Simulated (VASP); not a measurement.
Here is the system:

```yaml
crystal:
  lattice:
    - [0.00000, 3.09790, 3.09790]
    - [3.09790, 0.00000, 3.09790]
    - [3.09790, 3.09790, 0.00000]
  atoms:
    - { symbol: Mg, position: [0.25000, 0.25000, 0.25000] }
    - { symbol: Mg, position: [0.75000, 0.75000, 0.75000] }
    - { symbol: Si, position: [0.00000, 0.00000, 0.00000] }
```

All values below come from AM05 GGA, VASP's PBE PAW potentials (set 64) (plane waves; VASP). Settings: 520 eV cut-off, 6×6×6 Γ-centred mesh, Gaussian smearing of 0.050 eV, potentials Mg Si.

What does the run give for the energy per atom (σ→0), pressure, band gap (on the k-mesh) with the smallest direct gap where there is one?

* **band gap (on the k-mesh)**: 0.03 eV
* **smallest direct gap (on the k-mesh)**: 2.09 eV
* **energy per atom (σ→0)**: -3.056 eV/atom
* **pressure**: 3.99 GPa

The compound is Mg2Si in the antifluorite structure. This cell is one point of a volume scan, at 0.94 of the reference volume.
